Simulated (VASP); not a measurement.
```
RuP
1.0
    1.93466    -5.11241     0.00000
    1.93466     5.11241     0.00000
    0.00000     0.00000     3.81268
P Ru
2 2
Direct
  0.56400   0.43600   0.25000
  0.43600   0.56400   0.75000
  0.85475   0.14525   0.25000
  0.14525   0.85475   0.75000
```

Calculation: PBE GGA, VASP's PBE PAW potentials (set 64) (plane waves; VASP). Numerical set-up: 400 eV cut-off, 6×6×5 Γ-centred mesh, Gaussian smearing of 0.050 eV, potentials P Ru_pv.

Task: Predict the energy per atom (σ→0), pressure, band gap (on the k-mesh) with the smallest direct gap where there is one.

Result: 
| Property | Result |
|---|---|
| band gap (on the k-mesh) | none (metal, semimetal or under 0.01 eV) |
| energy per atom (σ→0) | -6.227 eV/atom |
| pressure | -27.52 GPa |

Total energies compare only between runs with the same potentials, cut-off and functional.

The structure was generated: PRu was put into the CrB type (Cmcm), which need not be its known phase. The cell was not relaxed at this level. The k-mesh is coarse (spacing up to 0.33 per Å, 2π included), so the numbers may not be converged in it.
